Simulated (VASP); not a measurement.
Data:

```xyz
2
Lattice="0.0000 2.7521 2.7521 2.7521 0.0000 2.7521 2.7521 2.7521 0.0000" Properties=species:S:1:pos:R:3 pbc="T T T"
Mg     0.0000     0.0000     0.0000
Se     2.7521     2.7521     2.7521
```

These are modified Becke-Johnson potential (mBJ), VASP's PBE PAW potentials (set 64) (plane waves; VASP) values and carry that method's errors. Settings: 520 eV cut-off, 6×6×6 Γ-centred mesh, Gaussian smearing of 0.050 eV, potentials Mg Se.

mBJ is a potential without an energy functional, so only the levels count.

Problem. Give the energies of bands 2 to 7 at the high-symmetry points, in eV from the valence-band maximum.

Solution. 
| band | Γ | X | U | L | W |
|---|---|---|---|---|---|
| 2 | 0.00 | -3.83 | -3.38 | -4.42 | -2.96 |
| 3 | 0.00 | -1.60 | -2.93 | -0.54 | -2.96 |
| 4 | 0.00 | -1.60 | -1.29 | -0.54 | -2.19 |
| 5 | 3.60 | 2.74 | 3.88 | 4.67 | 5.15 |
| 6 | 7.91 | 4.71 | 6.84 | 6.73 | 7.73 |
| 7 | 7.91 | 12.45 | 9.47 | 6.73 | 8.10 |

The gap is indirect, 2.74 eV, from the valence maximum at Γ to the conduction minimum at X.

The compound is MgSe in the rock salt structure. It was relaxed first. The cell's shape comes from a PBE relaxation.
